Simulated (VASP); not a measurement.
# Ba (bcc): computed properties

All values below come from LDA (Ceperley-Alder, Perdew-Zunger), VASP's LDA PAW potentials (set 64) (plane waves; VASP 6.6.1).

```yaml
space_group: Im-3m (229)
cell: a = b = c = 4.7742 Å, α = β = γ = 90.00°
volume_per_atom: 54.41 Å³/atom
band gap (over mesh and band path): none (metal, semimetal or under 0.01 eV)
band_gap_with_spin_orbit_coupling: none (metallic)
density: 4.19 g/cm³
```

Ba has the cubic space group Im-3m (No. 229), the bcc (W type) structure, Pearson symbol cI2. Conventional cell: a = 4.7742 Å, b = 4.7742 Å, c = 4.7742 Å, α = 90.00°, β = 90.00°, γ = 90.00°. Ba on 2a is coordinated by 8 Ba at 4.135 Å and 6 Ba at 4.774 Å. (Neighbours: up to the widest gap in distance over summed covalent radii, below 1.35, at either atom.)
(The calculation used a cell of 1 atom; values per cell refer to that cell.)

Measured: a 4.995 Å at 0 K (computed value off by -4.4 %), as given by Gábor I. Csonka et al., Physical Review B (2009), arXiv:0903.4037 [low-temperature or extrapolated to 0 K; zero-point anharmonic expansion removed]. Unless said otherwise, spin-orbit coupling is left out, though it shifts the bands of the heavy elements here.

The compound is Ba in the bcc structure. It was relaxed first, which changed the volume by -14 %. Symmetry was kept, so distortions that lower it aren't found.
